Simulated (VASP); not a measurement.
Input for VASP

**KPOINTS**
```
Automatic mesh
0
Gamma
14 14 8
0 0 0
```

**POSCAR**
```
Tc
1
    1.3801936693    -2.3905659619     0.0000000000
    1.3801936693     2.3905659619    -0.0000000000
   -0.0000000000     0.0000000000     4.4226935360
Tc
2
Direct
  0.3333330000   0.6666670000   0.2500000000
  0.6666670000   0.3333330000   0.7500000000
```

INCAR:
```
SYSTEM = Tc
PREC = Accurate; ENCUT = 520; LREAL = .FALSE.
LASPH = .TRUE.
EDIFF = 1E-6; NELM = 100; ALGO = Normal
LMAXMIX = 4
ISMEAR = 1; SIGMA = 0.1
GGA = RP
IBRION = 2; NSW = 60; ISIF = 3
EDIFFG = -0.01
LWAVE = .FALSE.; LCHARG = .FALSE.
```

POTCAR, in this order: Tc_pv (PBE.64 set). Program: vasp_std.

**Question.** Translate this RPBE calculation to Quantum ESPRESSO's pw.x.

**Answer.** One equivalent input (not run):
```
&CONTROL
  calculation = 'vc-relax'
  pseudo_dir = './pseudo'
  outdir = './out'
  tprnfor = .true.
  tstress = .true.
  nstep = 60
  forc_conv_thr = 0.00039
/
&SYSTEM
  ibrav = 0
  nat = 2
  ntyp = 1
  ecutwfc = 84
  occupations = 'smearing'
  smearing = 'methfessel-paxton'
  degauss = 0.00735
  input_dft = 'rpbe'
/
&ELECTRONS
  conv_thr = 7.3e-08
  electron_maxstep = 100
/
&IONS
/
&CELL
/
ATOMIC_SPECIES
  Tc 97.907 Tc.upf
CELL_PARAMETERS angstrom
     1.3801937   -2.3905660    0.0000000
     1.3801937    2.3905660   -0.0000000
    -0.0000000    0.0000000    4.4226935
ATOMIC_POSITIONS crystal
  Tc   0.3333330  0.6666670  0.2500000
  Tc   0.6666670  0.3333330  0.7500000
K_POINTS automatic
  14 14 8 0 0 0
```
What does not carry over: the potentials are each code's own (VASP's PAW set, PseudoDojo norm-conserving files in pw.x), so ENCUT and ecutwfc are chosen apart and not converted; conv_thr bounds pw.x's estimated SCF error, while EDIFF bounds the energy change between steps; forc_conv_thr acts on force components and is met together with etot_conv_thr.

The compound is Tc in the hcp structure. It was relaxed first. The start is the result of an earlier pass.
